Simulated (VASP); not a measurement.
Level of theory: PBE GGA, VASP's PBE PAW potentials (set 64) (plane waves; VASP).

VASP ran on this input.

### KPOINTS
```
K-points
0
gamma
 10 10 10
0 0 0
```

**POSCAR**
```
PdIn
1
    3.2500000000     0.0000000000     0.0000000000
    0.0000000000     3.2500000000     0.0000000000
    0.0000000000     0.0000000000     3.2500000000
In Pd
1 1
Direct
  0.5000000000   0.5000000000   0.5000000000
  0.0000000000   0.0000000000   0.0000000000
```

**INCAR**
```
SYSTEM = PdIn
PREC = Accurate; ENCUT = 400; LREAL = .FALSE.
LASPH = .TRUE.
EDIFF = 1E-6; NELM = 100; ALGO = Normal
LMAXMIX = 4
ISMEAR = 1; SIGMA = 0.1
GGA = PE
ISIF = 2
LWAVE = .FALSE.; LCHARG = .FALSE.
```

POTCAR, in this order: In_d Pd (PBE.64 set). Program: vasp_std.

Q: What will the output report for the number of irreducible k-points (NKPTS), number of bands (NBANDS), largest plane-wave count, number of space-group operations, FFT grid (NGX, NGY, NGZ)?

A: 
```json
{
  "number of irreducible k-points (NKPTS)": "56",
  "number of bands (NBANDS)": "15",
  "largest_plane_wave_count": "639",
  "number_of_space_group_operations": "48",
  "FFT grid (NGX, NGY, NGZ)": "24 × 24 × 24"
}
```

The compound is PdIn in the CsCl type structure. The cell was not relaxed at this level. The electron count is odd and the run is not spin-polarised, which forces a metal.
